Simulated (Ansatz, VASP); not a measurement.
# Two plane-wave programs on ScZnF2

```
Sc Zn F
1.0
     4.47367    0.00000    0.00000
     0.00000    4.47367    0.00000
     0.00000    0.00000    2.82111
Sc Zn F
1 1 2
Direct
  0.50000 0.50000 0.50000
  0.00000 0.00000 0.00000
  0.50000 0.00000 0.00000
  0.00000 0.50000 0.00000
```

Alike in both runs: functional PBE; k mesh 4 × 4 × 6; occupations gaussian, width 0.1 eV; no spin polarisation.

Ansatz relaxed the structure, and its values are those at the end. VASP's run is a single point on that final structure, the one shown.

|  | VASP | Ansatz |
| --- | --- | --- |
| version | VASP 6.6.1 | Ansatz 0.2.0 |
| potentials or method | VASP PAW PBE potentials, release 64 (Sc_sv, Zn, F) | scalar-relativistic, plane waves, PAW |
| plane-wave cutoff (eV) | 520 | 420 |
| valence electrons in the cell | 37 | 37 |

```tsv
	VASP	Ansatz	Ansatz less VASP
gap on the k mesh at the Fermi level (eV)	none	none	-
pressure (GPa)	0.0	0.0	+0.03
```

A gap of «none» marks a metal or a gap that the smearing closes.

Caveats: the k mesh is coarse (spacing up to 0.37 Å⁻¹), so the values aren't converged; an odd number of electrons without spin polarisation forces a metal; a magnetic or distorted state may lie lower.
